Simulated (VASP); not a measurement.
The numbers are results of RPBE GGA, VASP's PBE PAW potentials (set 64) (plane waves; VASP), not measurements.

VASP input:

**POSCAR**
```
CuAu
1.0
  2.8681177971   0.0000000000   0.0000000000
  0.0000000000   2.8681177971   0.0000000000
  0.0000000000   0.0000000000   3.7640740449
Cu Au
1 1
Direct
  0.0000000000   0.0000000000   0.0000000000
  0.5000000000   0.5000000000   0.5000000000
```

File KPOINTS:
```
Automatic mesh
0
Gamma
13 13 10
0 0 0
```

INCAR:
```
ALGO = Normal
EDIFF = 1E-7
EDIFFG = -0.01
ENCUT = 520
GGA = RP
IBRION = 2
ISIF = 4
ISMEAR = 1
LASPH = .TRUE.
LCHARG = .FALSE.
LMAXMIX = 6
LREAL = .FALSE.
LWAVE = .FALSE.
NELM = 100
NSW = 30
PREC = Accurate
SIGMA = 0.1
SYSTEM = CuAu
```

POTCAR, in this order: Cu Au (PBE.64 set). Program: vasp_std.

Output

### OSZICAR
```
       N       E                     dE             d eps       ncg     rms          rms(c)
DAV:   1     0.135516496261E+03    0.13552E+03   -0.11406E+04  5189   0.206E+03
DAV:   2    -0.187210956697E+01   -0.13739E+03   -0.13060E+03  5215   0.334E+02
DAV:   3    -0.676901504849E+01   -0.48969E+01   -0.47921E+01  6244   0.733E+01
DAV:   4    -0.682202005491E+01   -0.53005E-01   -0.52984E-01  5729   0.659E+00
DAV:   5    -0.682364491850E+01   -0.16249E-02   -0.16249E-02  7530   0.128E+00    0.100E+01
DAV:   6    -0.645778206842E+01    0.36586E+00   -0.81551E+00  5111   0.816E+01    0.531E+00
DAV:   7    -0.604737489141E+01    0.41041E+00   -0.29088E+00  6227   0.865E+01    0.496E+00
DAV:   8    -0.601609502654E+01    0.31280E-01   -0.20339E-01  7189   0.103E+01    0.257E+00
DAV:   9    -0.601032774289E+01    0.57673E-02   -0.27263E-02  7772   0.450E+00    0.184E-01
DAV:  10    -0.600984912401E+01    0.47862E-03   -0.47943E-03  7646   0.147E+00    0.104E-01
DAV:  11    -0.600985609968E+01   -0.69757E-05   -0.39829E-04  7223   0.630E-01    0.564E-02
DAV:  12    -0.600983646567E+01    0.19634E-04   -0.86152E-05  6479   0.323E-01    0.329E-03
DAV:  13    -0.600983639774E+01    0.67932E-07   -0.32062E-06  7641   0.319E-02    0.161E-03
DAV:  14    -0.600983641520E+01   -0.17460E-07   -0.88981E-08  3501   0.664E-03
   1 F= -.60098364E+01 E0= -.60097513E+01  d E =-.600984E+01
       N       E                     dE             d eps       ncg     rms          rms(c)
DAV:   1    -0.601022531249E+01   -0.38891E-03   -0.15698E-02  5516   0.120E+00    0.114E-01
DAV:   2    -0.601003441819E+01    0.19089E-03   -0.27284E-04  7381   0.433E-01    0.689E-02
DAV:   3    -0.600996987893E+01    0.64539E-04   -0.30921E-04  6260   0.585E-01    0.506E-02
DAV:   4    -0.600993187442E+01    0.38005E-04   -0.16012E-04  6438   0.417E-01    0.858E-03
DAV:   5    -0.600993229036E+01   -0.41594E-06   -0.53807E-06  5525   0.250E-02    0.579E-03
DAV:   6    -0.600993232261E+01   -0.32252E-07   -0.50677E-07  5833   0.177E-02
   2 F= -.60099323E+01 E0= -.60098577E+01  d E =-.959074E-04
       N       E                     dE             d eps       ncg     rms          rms(c)
DAV:   1    -0.601269006283E+01   -0.27578E-02   -0.14099E-01  5509   0.359E+00    0.343E-01
DAV:   2    -0.601096265383E+01    0.17274E-02   -0.24526E-03  7367   0.129E+00    0.206E-01
DAV:   3    -0.601038631370E+01    0.57634E-03   -0.27666E-03  6267   0.176E+00    0.152E-01
DAV:   4    -0.601004069029E+01    0.34562E-03   -0.14488E-03  6362   0.125E+00    0.257E-02
DAV:   5    -0.601004437039E+01   -0.36801E-05   -0.48685E-05  5621   0.776E-02    0.173E-02
DAV:   6    -0.601004457570E+01   -0.20531E-06   -0.48379E-06  7503   0.532E-02    0.390E-03
DAV:   7    -0.601004438831E+01    0.18738E-06   -0.11348E-06  6523   0.339E-02    0.961E-04
DAV:   8    -0.601004439200E+01   -0.36853E-08   -0.27364E-08  2884   0.189E-03
   3 F= -.60100444E+01 E0= -.60100376E+01  d E =-.207977E-03
```

File OUTCAR:
```
------------------------ aborting loop because EDIFF is reached ----------------------------------------
  FORCE on cell =-STRESS in cart. coord.  units (eV):
  Direction    XX          YY          ZZ          XY          YZ          ZX
  --------------------------------------------------------------------------------------
  Total        0.0074624      0.0074624      0.0023509      0.0000000      0.0000000      0.0000000
  in kB        0.3861348      0.3861348      0.1216435      0.0000000      0.0000000      0.0000000
  external PRESSURE =       0.2979710 kB  Pullay stress =       0.0000000 kB
  volume of cell :       30.96
      direct lattice vectors                 reciprocal lattice vectors
     2.860517184  0.000000000  0.000000000     0.349587133  0.000000000  0.000000000
     0.000000000  2.860517184  0.000000000     0.000000000  0.349587133  0.000000000
     0.000000000  0.000000000  3.784103485     0.000000000  0.000000000  0.264263386
 POSITION                                       TOTAL-FORCE (eV/Angst)
 -----------------------------------------------------------------------------------
      0.00000      0.00000      0.00000         0.000000      0.000000      0.000000
      1.43026      1.43026      1.89205         0.000000      0.000000      0.000000
 -----------------------------------------------------------------------------------
    total drift:                                0.000000      0.000000     -0.000000
  FREE ENERGIE OF THE ION-ELECTRON SYSTEM (eV)
  ---------------------------------------------------
  free  energy   TOTEN  =        -6.0100443920 eV

  energy  without entropy=       -6.0100241002  energy(sigma->0) =       -6.01003763

 reached required accuracy - stopping structural energy minimisation
```
(Selected blocks of OUTCAR.)

File CONTCAR:
```
CuAu
   1.00000000000000
     2.8605171842220796    0.0000000000000000    0.0000000000000000
     0.0000000000000000    2.8605171842220796    0.0000000000000000
     0.0000000000000000    0.0000000000000000    3.7841034845591084
  Cu              Au
     1     1
Direct
     0.0000000000000000    0.0000000000000000    0.0000000000000000
     0.5000000000000000    0.5000000000000000    0.5000000000000000
```

File OUTCAR:
```
 val. band max:        8.0680803604   @ k =   0.4615   0.0000   0.0000

 cond. band min:       8.0885229679   @ k =   0.4615   0.0000   0.1000


 Fermi energy:         8.0736837039

 k-point     1 :       0.0000    0.0000    0.0000
  band No.  band energies     occupation
      1      -1.2066      2.00000
      2       1.8094      2.00000
      3       1.9722      2.00000
      4       4.1547      2.00000
      5       4.1547      2.00000
      6       5.1101      2.00000
      7       5.3488      2.00000
      8       5.9583      2.00000
      9       6.3684      2.00000
     10       6.5621      2.00000
     11       6.5621      2.00000
     12      10.0613     -0.00000
     13      15.3351      0.00000
     14      17.9035      0.00000
     15      17.9035      0.00000

 k-point     2 :       0.0769    0.0000    0.0000
  band No.  band energies     occupation
      1      -1.0746      2.00000
      2       1.8746      2.00000
      3       2.0444      2.00000
      4       4.0733      2.00000
      5       4.1831      2.00000
      6       5.0524      2.00000
      7       5.3695      2.00000
      8       5.9545      2.00000
      9       6.3207      2.00000
     10       6.3813      2.00000
     11       6.5377      2.00000
     12      10.4238      0.00000
     13      15.2215      0.00000
     14      17.1120      0.00000
     15      18.1229      0.00000

 k-point     3 :       0.1538    0.0000    0.0000
  band No.  band energies     occupation
      1      -0.6927      2.00000
      2       2.0175      2.00000
      3       2.2983      2.00000
      4       3.8436      2.00000
      5       4.2651      2.00000
      6       4.8903      2.00000
      7       5.4147      2.00000
      8       5.9577      2.00000
      9       6.0193      2.00000
     10       6.2011      2.00000
     11       6.4664      2.00000
     12      11.3235      0.00000
     13      14.4194      0.00000
     14      16.1129      0.00000
     15      18.7519      0.00000
...
```

Unless said otherwise, spin-orbit coupling is left out, though it shifts the bands of the heavy elements here.

The compound is CuAu in the L1_0 structure. This run relaxes it. Symmetry was kept, so distortions that lower it aren't found.
